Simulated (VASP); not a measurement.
# Be2ZnO3 (P-6m2) in VASP: further runs

One crystal, Be2ZnO3, is run at these levels: PBE; tasks: relaxation of cell and atoms.

All numbers are computed with VASP 6.6.1; they aren't measurements. Logs are shortened: lines on timing, memory, paths and dates and some standing lists are left out, and cuts for length are marked.

## Step 1: The crystal as given

The structure is hexagonal, space group P-6m2 (No. 187). The conventional cell has a = 3.633 Å, b = 3.633 Å, c = 5.660 Å, α = 90.00°, β = 90.00°, γ = 120.00°. Be (site symmetry 3m) is surrounded by 1 O at 1.27 Å. Around Zn (site symmetry -6m2) lie 6 O at 2.20 Å. O (site symmetry 3m) is surrounded by 1 O at 1.30 Å. Around O (site symmetry -6m2) lie 2 Be at 1.27 Å.

The cell was built by a generator and needn't be a form met in nature.

## Step 2: Relaxation of cell and atoms, PBE

Input file INCAR:

```
PREC = Normal
ENCUT = 520
EDIFF = 1E-4
ISMEAR = 0
SIGMA = 0.15
LREAL = False
LASPH = True
NELM = 60
ALGO = Fast
ISIF = 3
LWAVE = False
LCHARG = False
GGA = PE
IBRION = 2
NSW = 24
EDIFFG = -0.08
```

Input file KPOINTS:

```
regular mesh
0
Gamma
  4 4 3
```

Input file POSCAR:

```
Be2ZnO3
1.0
    3.6331503000      0.0000000000      0.0000000000
   -1.8165751500      3.1464004600      0.0000000000
    0.0000000000      0.0000000000      5.6597189500
Be Zn O
2 1 3
Direct
    0.3333333300      0.6666666700      0.2245982700
    0.3333333300      0.6666666700      0.7754017300
    0.0000000000      0.0000000000      0.5000000000
    0.6666666700      0.3333333300      0.6148642700
    0.6666666700      0.3333333300      0.3851357300
    0.3333333300      0.6666666700      0.0000000000
```

Potentials or basis: VASP PAW PBE potentials, release 64 (Be, Zn, O).

On the command line:

```sh
$ cat potpaw_PBE.64/Be/POTCAR potpaw_PBE.64/Zn/POTCAR potpaw_PBE.64/O/POTCAR > POTCAR
$ mpirun -np 1 vasp_std > vasp.out
```

OUTCAR:

```text
PREC = Normal
   ENCUT = 520
   EDIFF = 1E-4
   ISMEAR = 0
   LREAL = False
   LASPH = True
   NELM = 60
   ISIF = 3
   GGA = PE
   IBRION = 2
   NSW = 24
   EDIFFG = -0.08

 ion  position               nearest neighbor table
   1  0.333  0.667  0.225-   6 1.27   3 2.61   3 2.61   3 2.61
   2  0.333  0.667  0.775-   6 1.27   3 2.61   3 2.61   3 2.61
   3  0.000  0.000  0.500-   4 2.20   5 2.20   4 2.20   5 2.20   4 2.20   5 2.20   1 2.61   2 2.61
                             1 2.61   2 2.61   1 2.61   2 2.61
   4  0.667  0.333  0.615-   5 1.30   3 2.20   3 2.20   3 2.20
   5  0.667  0.333  0.385-   4 1.30   3 2.20   3 2.20   3 2.20
   6  0.333  0.667  0.000-   1 1.27   2 1.27

  LATTYP: Found a hexagonal cell.
 ALAT       =     3.6331503000
 C/A-ratio  =     1.5577992879

  Lattice vectors:

 A1 = (   3.6331503000,   0.0000000000,   0.0000000000)
 A2 = (  -1.8165751500,   3.1464004600,   0.0000000000)
 A3 = (   0.0000000000,   0.0000000000,   5.6597189500)

Analysis of symmetry for initial positions (statically):
=====================================================================
 Subroutine PRICEL returns:
 Original cell was already a primitive cell.

 Routine SETGRP: Setting up the symmetry group for a
 hexagonal supercell.

 Subroutine GETGRP returns: Found 12 space group operations
 (whereof 12 operations were pure point group operations)
 out of a pool of 24 trial point group operations.

The static configuration has the point symmetry D_3h.

Analysis of symmetry for dynamics (positions and initial velocities):
=====================================================================
 Subroutine PRICEL returns:
 Original cell was already a primitive cell.

 Routine SETGRP: Setting up the symmetry group for a
 hexagonal supercell.

 Subroutine GETGRP returns: Found 12 space group operations
 (whereof 12 operations were pure point group operations)
 out of a pool of 24 trial point group operations.

The dynamic configuration has the point symmetry D_3h.

 Subroutine INISYM returns: Found 12 space group operations
 (whereof 12 operations are pure point group operations),
 and found     1 'primitive' translations

----------------------------------------------------------------------------------------

                                     Primitive cell

  volume of cell :      64.6982

  direct lattice vectors                    reciprocal lattice vectors
     3.633150300  0.000000000  0.000000000     0.275243223  0.158911749  0.000000000
    -1.816575150  3.146400460  0.000000000     0.000000000  0.317823498  0.000000000
     0.000000000  0.000000000  5.659718950     0.000000000  0.000000000  0.176687219

  length of vectors
     3.633150300  3.633150304  5.659718950     0.317823498  0.317823498  0.176687219

  position of ions in fractional coordinates (direct lattice)
     0.333333330  0.666666670  0.224598270
     0.333333330  0.666666670  0.775401730
     0.000000000  0.000000000  0.500000000
     0.666666670  0.333333330  0.614864270
     0.666666670  0.333333330  0.385135730
     0.333333330  0.666666670  0.000000000

  ion indices of the primitive-cell ions
   primitive index   ion index
                 1           1
                 2           2
                 3           3
                 4           4
                 5           5
                 6           6

----------------------------------------------------------------------------------------

 KPOINTS: regular mesh

Automatic generation of k-mesh.
 Grid dimensions read from file:
 generate k-points for:    4    4    3

 Generating k-lattice:

  Cartesian coordinates                     Fractional coordinates (reciprocal lattice)
     0.068810806  0.039727937  0.000000000     0.250000000 -0.000000000  0.000000000
     0.000000000  0.079455874  0.000000000     0.000000000  0.250000000  0.000000000
     0.000000000  0.000000000  0.058895740     0.000000000  0.000000000  0.333333333

  Length of vectors
     0.079455875  0.079455874  0.058895740

  Shift w.r.t. Gamma in fractional coordinates (k-lattice)
     0.000000000  0.000000000  0.000000000

 Subroutine IBZKPT returns following result:
 ===========================================

 Found      8 irreducible k-points:

 Following reciprocal coordinates:
            Coordinates               Weight
  0.000000  0.000000  0.000000      1.000000
  0.250000  0.000000  0.000000      6.000000
  0.500000  0.000000  0.000000      3.000000
  0.250000  0.250000  0.000000      6.000000
  0.000000  0.000000  0.333333      2.000000
  0.250000  0.000000  0.333333     12.000000
  0.500000  0.000000  0.333333      6.000000
  0.250000  0.250000  0.333333     12.000000
   k-points           NKPTS =      8   k-points in BZ     NKDIM =      8   number of bands    NBANDS=     21
   number of dos      NEDOS =    301   number of ions     NIONS =      6
   total plane-waves  NPLWV =  12800
   dimension x,y,z NGX =    20 NGY =   20 NGZ =   32
   dimension x,y,z NGXF=    40 NGYF=   40 NGZF=   64
   ions per type =               2   1   3
   NGX,Y,Z   is equivalent  to a cutoff of   9.15,  9.15,  9.40 a.u.
   NGXF,Y,Z  is equivalent  to a cutoff of  18.30, 18.30, 18.80 a.u.
 SYSTEM =  unknown system
   PREC   = normal    normal or accurate (medium, high low for compatibility)
   ISTART =      0    job   : 0-new  1-cont  2-samecut
   ICHARG =      2    charge: 1-file 2-atom 10-const
   ISPIN  =      1    spin polarized calculation?
   LNONCOLLINEAR =      F non collinear calculations
   LSORBIT =      F    spin-orbit coupling
   LASPH  =      T    aspherical Exc in radial PAW
   ENCUT  =  520.0 eV  38.22 Ry    6.18 a.u.   6.76  6.76 10.52*2*pi/ulx,y,z
   NELM   =     60;   NELMIN=  2; NELMDL= -5     # of ELM steps
   EDIFF  = 0.1E-03   stopping-criterion for ELM
   LREAL  =      F    real-space projection
   EDIFFG = -.8E-01   stopping-criterion for IOM
   NSW    =     24    number of steps for IOM
   IBRION =      2    ionic relax: 0-MD 1-quasi-New 2-CG
   NFREE  =      1    steps in history (QN), initial steepest desc. (CG)
   ISIF   =      3    stress and relaxation
   ISYM   =      2    0-nonsym 1-usesym 2-fastsym
   POTIM  = 0.5000    time-step for ionic-motion
   TEBEG  =    0.0;   TEEND  =   0.0 temperature during run
   PSTRESS=    0.0 pullay stress
   NELECT =      34.0000    total number of electrons
   NUPDOWN=      -1.0000    fix difference up-down
   EMIN   =  10.00;   EMAX   =-10.00  energy-range for DOS
   EFERMI =   0.00;   METHOD = LEGACY
   ISMEAR =     0;   SIGMA  =   0.15  broadening in eV -4-tet -1-fermi 0-gaus
   EFERMI_NEDOS =   21; number of points for ismear=-14 and -15
   IALGO  =     68    algorithm
   IMIX   =      4    mixing-type and parameters
     AMIX     =   0.40;   BMIX     =  1.00
     AMIX_MAG =   1.60;   BMIX_MAG =  1.00
  volume/ion in A,a.u.               =      10.78        72.77
  Fermi-wavevector in a.u.,A,eV,Ry     =   1.321104  2.496525 23.746469  1.745316
  Thomas-Fermi vector in A             =   2.450882
   LORBIT       =      0    0 simple, 1 ext, 2 COOP (PROOUT), +10 PAW based schemes
   GGA     = PE    functional components
   LHFCALC =     F    Hartree Fock is set to
   AEXX    =    0.0000 exact exchange contribution
   IVDW    =     0    specifies the selected vdW correction
   LEPSILON=     F    determine dielectric tensor
   LRPA    =     F    only Hartree local field effects (RPA)
 conjugate gradient relaxation of ions
 non-spin polarized calculation
 RMM-DIIS sequential band-by-band and
 Gauss-broadening in eV      SIGMA  =   0.15
  energy-cutoff  :      520.00
  volume of cell :       64.70
 maximum number of plane-waves:      1773
   NGX = 13   NGY = 13   NGZ = 21

--------------------------------------- Ionic step        1  -------------------------------------------

 number of electron      33.9999999 magnetization

 Free energy of the ion-electron system (eV)
  ---------------------------------------------------
  ext. energy  EPLUGINS =         0.00000000
  ---------------------------------------------------
  free energy    TOTEN  =       -24.46429187 eV

  energy without entropy =      -24.44988089  energy(sigma->0) =      -24.45708638

------------------------ aborting loop because EDIFF is reached ----------------------------------------

  FORCE on cell =-STRESS in cart. coord.  units (eV):
  Direction    XX          YY          ZZ          XY          YZ          ZX
  --------------------------------------------------------------------------------------
  -------------------------------------------------------------------------------------
  Total        5.2822794      5.2822794     29.0270635      0.0000000      0.0000000      0.0000000
  in kB      130.8096327    130.8096330    718.8221615      0.0000000      0.0000000      0.0000000
  external PRESSURE =     326.8138091 kB  Pullay stress =       0.0000000 kB
[... 101 lines left out ...]
  FREE ENERGIE OF THE ION-ELECTRON SYSTEM (eV)
  ---------------------------------------------------
  free  energy   TOTEN  =       -26.8952135943 eV

  energy  without entropy=      -26.8477329159  energy(sigma->0) =      -26.87147326

 E-fermi :   1.7413     XC(G=0):  -9.8799

 val. band max:        1.6684862168   @ k =   0.5000   0.0000   0.3333
 cond. band min:       1.7447847046   @ k =   0.2500   0.0000   0.3333
 fundamental gap:      0.0762984878
 Fermi energy:         1.7413207151

 k-point     1 :       0.0000    0.0000    0.0000
  band No.  band energies     occupation
      1     -16.8931      2.00000
      2     -15.4638      2.00000
      3     -15.1622      2.00000
      4      -5.6274      2.00000
      5      -5.6274      2.00000
      6      -5.5239      2.00000
[... 181 lines left out ...]
     20       7.0377      0.00000
     21       8.0685      0.00000

 E-fermi :   2.6000     XC(G=0): -10.5254

 val. band max:        2.5968773189   @ k =   0.0000   0.0000   0.3333
 cond. band min:       3.2656236507   @ k =   0.2500   0.0000   0.3333
 fundamental gap:      0.6687463318
 Fermi energy:         2.5999939570

 k-point     1 :       0.0000    0.0000    0.0000
  band No.  band energies     occupation
      1     -16.2924      2.00000
      2     -15.7566      2.00000
      3     -13.9388      2.00000
      4      -5.0044      2.00000
      5      -4.8089      2.00000
      6      -4.8089      2.00000
[... 181 lines left out ...]
     20       8.9681      0.00000
     21       9.4043      0.00000

[... ionic steps 4 to 19 ...]

--------------------------------------- Ionic step       20  -------------------------------------------

 number of electron      34.0000117 magnetization

------------------------ aborting loop because EDIFF is reached ----------------------------------------
[... 75 lines left out ...]
--------------------------------------- Ionic step       22  -------------------------------------------

 number of electron      34.0000108 magnetization

 Free energy of the ion-electron system (eV)
  ---------------------------------------------------
  ext. energy  EPLUGINS =         0.00000000
  ---------------------------------------------------
  free energy    TOTEN  =       -33.59242845 eV

  energy without entropy =      -33.57836910  energy(sigma->0) =      -33.58539877

 E-fermi :   4.5691     XC(G=0): -11.2077

 val. band max:        4.5458164136   @ k =   0.0000   0.0000   0.3333
 cond. band min:       5.8921747953   @ k =   0.2500   0.0000   0.3333
 fundamental gap:      1.3463583818
 Fermi energy:         4.5691278394

 k-point     1 :       0.0000    0.0000    0.0000
  band No.  band energies     occupation
      1     -16.4673      2.00000
      2     -15.8935      2.00000
      3     -12.9462      2.00000
      4      -4.6620      2.00000
      5      -3.6651      2.00000
      6      -3.6651      2.00000
[... 214 lines left out ...]
  FREE ENERGIE OF THE ION-ELECTRON SYSTEM (eV)
  ---------------------------------------------------
  free  energy   TOTEN  =       -33.5924284518 eV

  energy  without entropy=      -33.5783690958  energy(sigma->0) =      -33.58539877

 reached required accuracy - stopping structural energy minimisation
```

Run time: 1.7 min. Hardware: 1 thread of Intel Xeon Platinum 8488C (Sapphire Rapids), shared host; peak memory 0.14 GiB.

Results:

```
Free energy                            : -33.5924 eV
Relaxed volume                         : 8.63 Å³/atom
Relaxed cell                           : a = 2.862 Å, b = 2.862 Å, c = 7.298 Å, α = 90.00°, β = 90.00°, γ = 120.00°
Space group after relaxing (to 0.05 Å) : P-6m2 (No. 187)
Energy gained by relaxing              : 1521.4 meV/atom
Ionic steps                            : 22
Pressure after relaxing                : 0.1 GPa
Largest force after relaxing           : 0.051 eV/Å
Band gap on the k mesh                 : none (metal or under the smearing width)
```

Forces on the atoms (eV/Å):
```
Be   0.000  0.000  0.051
Be   0.000  0.000 -0.051
Zn   0.000  0.000  0.000
O    0.000  0.000 -0.023
O    0.000  0.000  0.023
O    0.000  0.000  0.000
```

The path:
```
step  energy change (eV)  largest force (eV/Å)  pressure (GPa)  volume (Å³)
   1              0.0000                9.0668           32.68        64.70
   2              0.9083                3.9343          -26.75        86.72
   3             -2.4309                3.7119          -12.10        72.47
   4             -2.4749                3.4463          -10.45        71.83
   5             -2.4962                3.5304           -7.70        70.85
   6             -4.3807                2.1365          -11.31        67.83
   7             -4.1938                7.3879           13.00        58.70
   8             -5.7385                1.7061           -6.95        63.69
   9             -6.7934                2.6121           -6.58        59.66
  10             -7.4372                3.0371            1.22        53.55
  11             -8.1246                2.3269           -3.42        53.78
  12             -8.7134                1.2226          -10.50        54.03
  13             -8.7281                0.8694          -11.48        54.06
  14             -8.9365                2.1940            6.94        49.95
  15             -8.9871                1.2374            1.17        51.08
  16             -9.0983                0.3192            3.12        50.66
  17             -9.1096                0.0421            3.86        50.49
  18             -9.1266                0.1325           -0.79        51.79
  19             -9.1266                0.1155           -0.25        51.72
  20             -9.1266                0.1394           -0.38        51.75
  21             -9.1266                0.2185            0.62        51.80
  22             -9.1281                0.0505            0.10        51.78
```

Final structure:
```xyz
6
Lattice="2.8622 0.0000 0.0000 -1.4311 2.4787 0.0000 0.0000 0.0000 7.2982" Properties=species:S:1:pos:R:3 pbc="T T T"
Be    0.0000    1.6525    1.4110
Be    0.0000    1.6525    5.8872
Zn    0.0000    0.0000    3.6491
O     1.4311    0.8262    5.0659
O     1.4311    0.8262    2.2323
O     0.0000    1.6525    0.0000
```

Levels at points of the mesh, in eV from the Fermi level:
```
           k point  band 13  band 14  band 15  band 16  band 17  band 18  band 19  band 20  band 21
(0.00, 0.00, 0.00)    -3.61    -3.61    -3.45    -0.27    -0.05    -0.05     3.48     7.22     9.20
(0.50, 0.00, 0.00)    -4.51    -4.10    -3.73    -2.90    -0.57     2.41     3.55     5.64     8.83
```

Caveat: the k mesh is coarse (spacing up to 0.50 Å⁻¹), so the values aren't converged; the volume moved by over 15 % at a fixed basis, so the end points are rough; the relaxation stopped at a loose force limit of 0.08 eV/Å, so its end isn't a converged minimum.

[end of part 1 of 2]
